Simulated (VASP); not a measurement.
All values below come from LDA (Ceperley-Alder, Perdew-Zunger), VASP's LDA PAW potentials (set 64) (plane waves; VASP 6.6.1).

Input for VASP

### POSCAR
```
BN
1
    1.2626914989    -2.1870460443     0.0000000000
    1.2626914989     2.1870460443     0.0000000000
    0.0000000000    -0.0000000000     4.1782425447
B N
2 2
Direct
  0.6666670000   0.3333330000   0.5003026567
  0.3333330000   0.6666670000   0.0003026567
  0.6666670000   0.3333330000   0.8746973433
  0.3333330000   0.6666670000   0.3746973433
```

### KPOINTS
```
Automatic mesh
0
gamma
 13 13 7
```

### INCAR
```
ALGO=Normal   ! blocked Davidson
SIGMA=0.01   ! width (eV)
NEDOS=1001   ! DOS grid
LREAL=.False.
NBANDS=36
LASPH=.True.   ! aspherical one-centre terms
LOPTICS=.True.
SYSTEM=BN
LCHARG=.False.
ENCUT=520
LWAVE=.False.
EDIFF=1E-7   ! SCF stop (eV)
NELM=100   ! most electronic steps
CSHIFT=0.1
ISMEAR=0
PREC=Accurate
```

POTCAR, in this order: B N (LDA.64 set). Program: vasp_std.

The resulting files:

OUTCAR:
```
 ion  position               nearest neighbor table
   1  0.667  0.333  0.500-   4 1.55   4 1.55   4 1.55   3 1.56
   2  0.333  0.667  0.000-   3 1.55   3 1.55   3 1.55   4 1.56
   3  0.667  0.333  0.875-   2 1.55   2 1.55   2 1.55   1 1.56
   4  0.333  0.667  0.375-   1 1.55   1 1.55   1 1.55   2 1.56
  LATTYP: Found a hexagonal cell.
 ALAT       =     2.5253831831
 C/A-ratio  =     1.6544984431
 Subroutine PRICEL returns:
 Original cell was already a primitive cell.
 Subroutine GETGRP returns: Found 12 space group operations
The static configuration has the point symmetry C_3v.
 The point group associated with its full space group is C_6v.
The dynamic configuration has the point symmetry C_3v.
 Subroutine INISYM returns: Found 12 space group operations
 Subroutine IBZKPT returns following result:
 Found     84 irreducible k-points:

 Following reciprocal coordinates:
            Coordinates               Weight
  0.000000  0.000000  0.000000      1.000000
  0.076923  0.000000  0.000000      6.000000
  0.153846  0.000000  0.000000      6.000000
  0.230769 -0.000000  0.000000      6.000000
  0.307692  0.000000  0.000000      6.000000
...
```

OSZICAR:
```
       N       E                     dE             d eps       ncg     rms          rms(c)
DAV:   1     0.494640671371E+02    0.49464E+02   -0.66652E+03  6056   0.434E+02
DAV:   2    -0.391374307864E+02   -0.88601E+02   -0.82852E+02  7296   0.142E+02
DAV:   3    -0.411175433593E+02   -0.19801E+01   -0.19613E+01  7192   0.182E+01
DAV:   4    -0.411197957688E+02   -0.22524E-02   -0.22522E-02  6828   0.638E-01
DAV:   5    -0.411197969792E+02   -0.12104E-05   -0.12104E-05  6912   0.162E-02    0.939E+00
DAV:   6    -0.390515673576E+02    0.20682E+01   -0.45485E-01  6512   0.627E+00    0.433E+00
DAV:   7    -0.388205200343E+02    0.23105E+00   -0.15365E-01  7216   0.201E+00    0.261E+00
DAV:   8    -0.387565246281E+02    0.63995E-01   -0.20874E-02  6560   0.901E-01    0.238E-01
DAV:   9    -0.387558796795E+02    0.64495E-03   -0.15727E-03  6652   0.222E-01    0.161E-01
DAV:  10    -0.387558102915E+02    0.69388E-04   -0.78975E-05  7000   0.452E-02    0.157E-02
DAV:  11    -0.387558106382E+02   -0.34671E-06   -0.21702E-06  6948   0.668E-03    0.111E-02
DAV:  12    -0.387558105929E+02    0.45295E-07   -0.13063E-07  6844   0.226E-03
   1 F= -.38755811E+02 E0= -.38755811E+02  d E =-.958157E-59
 imaginary and real dielectric function
```

**OUTCAR**
```
------------------------ aborting loop because EDIFF is reached ----------------------------------------
  FORCE on cell =-STRESS in cart. coord.  units (eV):
  Direction    XX          YY          ZZ          XY          YZ          ZX
  --------------------------------------------------------------------------------------
  Total       -0.0069489     -0.0069489      0.0053700      0.0000000      0.0000000     -0.0000000
  in kB       -0.4824464     -0.4824465      0.3728254      0.0000000      0.0000000     -0.0000000
  external PRESSURE =      -0.1973558 kB  Pullay stress =       0.0000000 kB
  volume of cell :       23.08
      direct lattice vectors                 reciprocal lattice vectors
     1.262691499 -2.187046044  0.000000000     0.395979541 -0.228618872  0.000000000
     1.262691499  2.187046044  0.000000000     0.395979541  0.228618872  0.000000000
     0.000000000  0.000000000  4.178242545     0.000000000  0.000000000  0.239335077
  FREE ENERGIE OF THE ION-ELECTRON SYSTEM (eV)
  ---------------------------------------------------
  free  energy   TOTEN  =       -38.7558105929 eV

  energy  without entropy=      -38.7558105929  energy(sigma->0) =      -38.75581059

 plasma frequency squared (from intraband transitions) (eV^2)
  --------------------------------------------------------------------------------------
       0.000       0.000      -0.000
       0.000       0.000       0.000
       0.000       0.000       0.000

 plasma frequency squared (from interband transitions, int dw w eps(2)(w)) (eV^2)
  --------------------------------------------------------------------------------------
     838.466       0.000      -0.000      -0.000       0.000      -0.000
      -0.000       0.000     838.467       0.000       0.000       0.000
       0.000       0.000       0.000      -0.000     837.954       0.000
```
(Selected blocks of OUTCAR.)

The compound is BN in the wurtzite structure, a metastable high-pressure form. It was relaxed first.
